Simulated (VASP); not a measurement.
# YNb (Pm-3m) in VASP: a series of runs, part 2 of 2

VASP 6.6.1.

## 4. Relaxation of cell and atoms, revPBE+D3

Input file INCAR:

```
  PREC = Accurate
  ENCUT = 600
  EDIFF = 1E-6
  ISMEAR = -1
  SIGMA = 0.05
  LREAL = F
  LASPH = T
  NELM = 100
  ALGO = Fast
  ISIF = 3
  LWAVE = F
  LCHARG = F
  GGA = RE
  IVDW = 11
  IBRION = 2
  NSW = 60
  EDIFFG = -0.005
```

Input file KPOINTS:

```
Automatic mesh
0
Gamma
  7 7 7
```

Input file POSCAR:

```
YNb
1.0
    3.6114100000      0.0000000000      0.0000000000
    0.0000000000      3.6114100000      0.0000000000
    0.0000000000      0.0000000000      3.6114100000
Y Nb
1 1
Direct
    0.0000000000      0.0000000000      0.0000000000
    0.5000000000      0.5000000000      0.5000000000
```

Potentials or basis: VASP PAW PBE potentials, release 64 (Y_sv, Nb_sv).

The run is started by

```sh
$ cat potpaw_PBE.64/Y_sv/POTCAR potpaw_PBE.64/Nb_sv/POTCAR > POTCAR
$ mpirun -np 1 vasp_std > vasp.out
```

OUTCAR:

```text
PREC = Accurate
   ENCUT = 600
   EDIFF = 1E-6
   ISMEAR = -1
   LREAL = F
   LASPH = T
   NELM = 100
   ISIF = 3
   GGA = RE
   IVDW = 11
   IBRION = 2
   NSW = 60
   EDIFFG = -0.005
 IVDW          = 11

 ion  position               nearest neighbor table
   1  0.000  0.000  0.000-   2 3.13   2 3.13   2 3.13   2 3.13   2 3.13   2 3.13   2 3.13   2 3.13

   2  0.500  0.500  0.500-   1 3.13   1 3.13   1 3.13   1 3.13   1 3.13   1 3.13   1 3.13   1 3.13

  LATTYP: Found a simple cubic cell.
 ALAT       =     3.6114100000

  Lattice vectors:

 A1 = (   3.6114100000,   0.0000000000,   0.0000000000)
 A2 = (   0.0000000000,   3.6114100000,   0.0000000000)
 A3 = (   0.0000000000,   0.0000000000,   3.6114100000)

Analysis of symmetry for initial positions (statically):
=====================================================================
 Subroutine PRICEL returns:
 Original cell was already a primitive cell.

 Routine SETGRP: Setting up the symmetry group for a
 simple cubic supercell.

 Subroutine GETGRP returns: Found 48 space group operations
 (whereof 48 operations were pure point group operations)
 out of a pool of 48 trial point group operations.

The static configuration has the point symmetry O_h .

Analysis of symmetry for dynamics (positions and initial velocities):
=====================================================================
 Subroutine PRICEL returns:
 Original cell was already a primitive cell.

 Routine SETGRP: Setting up the symmetry group for a
 simple cubic supercell.

 Subroutine GETGRP returns: Found 48 space group operations
 (whereof 48 operations were pure point group operations)
 out of a pool of 48 trial point group operations.

The dynamic configuration has the point symmetry O_h .

 Subroutine INISYM returns: Found 48 space group operations
 (whereof 48 operations are pure point group operations),
 and found     1 'primitive' translations

----------------------------------------------------------------------------------------

                                     Primitive cell

  volume of cell :      47.1010

[... 82 lines left out ...]
   NELM   =    100;   NELMIN=  2; NELMDL= -5     # of ELM steps
   EDIFF  = 0.1E-05   stopping-criterion for ELM
   LREAL  =      F    real-space projection
   EDIFFG = -.5E-02   stopping-criterion for IOM
   NSW    =     60    number of steps for IOM
   IBRION =      2    ionic relax: 0-MD 1-quasi-New 2-CG
   NFREE  =      1    steps in history (QN), initial steepest desc. (CG)
   ISIF   =      3    stress and relaxation
   ISYM   =      2    0-nonsym 1-usesym 2-fastsym
   POTIM  = 0.5000    time-step for ionic-motion
   TEBEG  =    0.0;   TEEND  =   0.0 temperature during run
   PSTRESS=    0.0 pullay stress
   NELECT =      24.0000    total number of electrons
   NUPDOWN=      -1.0000    fix difference up-down
   EMIN   =  10.00;   EMAX   =-10.00  energy-range for DOS
   EFERMI =   0.00;   METHOD = LEGACY
   ISMEAR =    -1;   SIGMA  =   0.05  broadening in eV -4-tet -1-fermi 0-gaus
   EFERMI_NEDOS =   21; number of points for ismear=-14 and -15
   IALGO  =     68    algorithm
   IMIX   =      4    mixing-type and parameters
     AMIX     =   0.40;   BMIX     =  1.00
     AMIX_MAG =   1.60;   BMIX_MAG =  1.00
  volume/ion in A,a.u.               =      23.55       158.93
  Fermi-wavevector in a.u.,A,eV,Ry     =   1.307581  2.470969 23.262791  1.709767
  Thomas-Fermi vector in A             =   2.438306
   LORBIT       =      0    0 simple, 1 ext, 2 COOP (PROOUT), +10 PAW based schemes
   GGA     = RE    functional components
   LHFCALC =     F    Hartree Fock is set to
   AEXX    =    0.0000 exact exchange contribution
   IVDW    =    11    specifies the selected vdW correction
   LEPSILON=     F    determine dielectric tensor
   LRPA    =     F    only Hartree local field effects (RPA)
 conjugate gradient relaxation of ions
 non-spin polarized calculation
 RMM-DIIS sequential band-by-band and
  energy-cutoff  :      600.00
  volume of cell :       47.10
 maximum number of plane-waves:      1588
 NGX is ok and might be reduce to    30
   NGX = 15   NGY = 15   NGZ = 15

--------------------------------------- Ionic step        1  -------------------------------------------

 number of electron      24.0000000 magnetization

 Free energy of the ion-electron system (eV)
  ---------------------------------------------------
  ext. energy  EPLUGINS =         0.00000000
  ---------------------------------------------------
  free energy    TOTEN  =       -14.80527312 eV

  energy without entropy =      -14.77144091  energy(sigma->0) =      -14.78835701

------------------------ aborting loop because EDIFF is reached ----------------------------------------

 Edisp (eV)   -1.42684

 E8    (eV) :    -0.7567
[... 71 lines left out ...]
--------------------------------------- Ionic step        3  -------------------------------------------

 number of electron      24.0000001 magnetization

 Free energy of the ion-electron system (eV)
  ---------------------------------------------------
  ext. energy  EPLUGINS =         0.00000000
  ---------------------------------------------------
  free energy    TOTEN  =       -14.77100863 eV

  energy without entropy =      -14.73821053  energy(sigma->0) =      -14.75460958

 E-fermi :   6.7329     XC(G=0): -11.0832

 val. band max:        6.7234257952   @ k =   0.4286   0.2857   0.0000
 cond. band min:       6.7493065083   @ k =   0.2857   0.2857   0.1429
 fundamental gap:      0.0258807131
 Fermi energy:         6.7329174407

 k-point     1 :       0.0000    0.0000    0.0000
  band No.  band energies     occupation
      1     -47.8346      2.00000
      2     -34.7186      2.00000
      3     -23.8720      2.00000
      4     -23.8720      2.00000
      5     -23.8720      2.00000
      6     -14.6426      2.00000
[... 402 lines left out ...]
  FREE ENERGIE OF THE ION-ELECTRON SYSTEM (eV)
  ---------------------------------------------------
  free  energy   TOTEN  =       -16.2451315217 eV

  energy  without entropy=      -16.2123334308  energy(sigma->0) =      -16.22873248

 reached required accuracy - stopping structural energy minimisation
```

CONTCAR:

```text
YNb
   1.00000000000000
     3.5649295375343883    0.0000000000000000    0.0000000000000000
     0.0000000000000000    3.5649295375343883    0.0000000000000000
     0.0000000000000000   -0.0000000000000000    3.5649295375343883
  Y               Nb
     1     1
Direct
     0.0000000000000000    0.0000000000000000    0.0000000000000000
     0.5000000000000000    0.5000000000000000    0.5000000000000000

  0.00000000E+00  0.00000000E+00  0.00000000E+00
  0.00000000E+00  0.00000000E+00  0.00000000E+00
```

It took 88 s on 1 thread of Intel Xeon Platinum 8375C at 2.90GHz (Ice Lake), shared host; peak memory 0.2 GiB.

What came out:

* Free energy: -16.2451 eV
* Relaxed volume: 22.65 Å³/atom
* Relaxed cell: a = 3.565 Å, b = 3.565 Å, c = 3.565 Å, α = 90.00°, β = 90.00°, γ = 90.00°
* Space group after relaxing (to 0.05 Å): Pm-3m (No. 221)
* Energy gained by relaxing: 6.5 meV/atom
* Ionic steps: 3
* Pressure after relaxing: 0.0 GPa
* Band gap on the k mesh: none (metal or under the smearing width)
* Dispersion energy per atom: -0.737 eV

The path:
| step | energy change (eV) | largest force (eV/Å) | pressure (GPa) | volume (Å³) |
| --- | --- | --- | --- | --- |
| 1 | 0.0000 | 0.0000 | -2.12 | 47.10 |
| 2 | -0.0126 | 0.0000 | 0.47 | 45.01 |
| 3 | -0.0130 | 0.0000 | 0.03 | 45.31 |

Final structure:
```yaml
crystal:
  lattice:
    - [3.56493, 0.00000, 0.00000]
    - [0.00000, 3.56493, 0.00000]
    - [0.00000, 0.00000, 3.56493]
  atoms:
    - { symbol: Y, position: [0.00000, 0.00000, 0.00000] }
    - { symbol: Nb, position: [0.50000, 0.50000, 0.50000] }
```

Caveat: the PAW data sets were made with another functional, which shifts forces and pressure a little; pairwise dispersion overbinds metals, which lowers pressure and volume.

## 5. Relaxation of cell and atoms, revPBE+D3(BJ)

INCAR: that of step 4 with these lines changed.

```diff
@@ -13,3 +13,3 @@
   GGA = RE
-  IVDW = 11
+  IVDW = 12
   IBRION = 2
```

KPOINTS is that of step 4.

POSCAR is that of step 4.

The run is started by

```sh
$ cat potpaw_PBE.64/Y_sv/POTCAR potpaw_PBE.64/Nb_sv/POTCAR > POTCAR
$ mpirun -np 1 vasp_std > vasp.out
```

Wall time 2.9 min (1 thread of Intel Xeon Platinum 8375C at 2.90GHz (Ice Lake), shared host); peak memory 0.21 GiB.

Results (log left out):

| Item | Value |
| --- | --- |
| Free energy | -16.7092 eV |
| Relaxed volume | 21.91 Å³/atom |
| Relaxed cell | a = 3.526 Å, b = 3.526 Å, c = 3.526 Å, α = 90.00°, β = 90.00°, γ = 90.00° |
| Space group after relaxing (to 0.05 Å) | Pm-3m (No. 221) |
| Energy gained by relaxing | 27.8 meV/atom |
| Ionic steps | 19 |
| Pressure after relaxing | 0.0 GPa |
| Band gap on the k mesh | none (metal or under the smearing width) |
| Dispersion energy per atom | -0.998 eV |

Step by step:
```tsv
step	energy change (eV)	largest force (eV/Å)	pressure (GPa)	volume (Å³)
1	0.0000	0.0000	-4.99	47.10
2	-0.0411	0.0000	3.09	42.27
3	-0.0556	0.0000	0.09	43.79
4	-0.0556	0.0000	-0.04	43.86
5	-0.0556	0.0000	-0.07	43.86
6	-0.0556	0.0000	-0.06	43.85
7	-0.0556	0.0000	-0.06	43.85
8	-0.0556	0.0000	-0.06	43.85
9	-0.0556	0.0000	-0.06	43.85
10	-0.0556	0.0000	-0.06	43.85
11	-0.0556	0.0000	-0.06	43.85
12	-0.0556	0.0000	-0.06	43.85
13	-0.0556	0.0000	-0.06	43.85
14	-0.0556	0.0000	-0.06	43.85
15	-0.0556	0.0000	-0.07	43.85
16	-0.0556	0.0000	-0.08	43.85
17	-0.0556	0.0000	-0.05	43.85
18	-0.0556	0.0000	-0.06	43.84
19	-0.0556	0.0000	-0.01	43.82
```

Final structure:
```
Y Nb
1.0
     3.52562    0.00000    0.00000
     0.00000    3.52562    0.00000
     0.00000    0.00000    3.52562
Y Nb
1 1
Direct
  0.00000 0.00000 0.00000
  0.50000 0.50000 0.50000
```

Levels at points of the mesh, in eV from the Fermi level:
| k point | band 8 | band 9 | band 10 | band 11 | band 12 | band 13 | band 14 | band 15 | band 16 |
| --- | --- | --- | --- | --- | --- | --- | --- | --- | --- |
| (0.00, 0.00, 0.00) | -21.29 | -5.27 | -2.73 | -2.73 | 0.92 | 0.92 | 0.92 | 4.05 | 4.05 |

Caveat: the PAW data sets were made with another functional, which shifts forces and pressure a little; pairwise dispersion overbinds metals, which lowers pressure and volume.

## 6. For comparison

An earlier run on the cell as given: functional PBE; potentials or basis VASP PAW PBE potentials, release 64 (Y_sv, Nb_sv); cutoff 520 eV; k mesh 7 × 7 × 7; occupations fermi-dirac, width 0.05 eV; no spin polarisation.

* Pressure: -0.1 GPa
* Band gap on the k mesh: none (metal or under the smearing width)

## 7. The runs side by side

```csv
task,level,cell,cutoff (eV),gap on the mesh (eV),pressure (GPa),relaxed volume (Å³/atom)
relaxation of cell and atoms,revPBE,relaxed,600,none,0.0,24.03
relaxation of cell and atoms,revPBE+D2,relaxed,600,none,0.0,23.92
relaxation of cell and atoms,revPBE+D3,relaxed,600,none,0.0,22.65
relaxation of cell and atoms,revPBE+D3(BJ),relaxed,600,none,0.0,21.91
single point,PBE,as given,520,none,-0.1,-
```

Alike in all rows: potentials or basis VASP PAW PBE potentials, release 64 (Y_sv, Nb_sv); no spin polarisation; k mesh 7 × 7 × 7; smearing fermi-dirac 0.05 eV.

Caveats: the PAW data sets were made with another functional, which shifts forces and pressure a little (some runs); pairwise dispersion overbinds metals, which lowers pressure and volume (some runs); atom-pairwise D2, TS and ULG terms overbind metals (some runs).

Absolute energies hang on the potentials; compare differences alone.
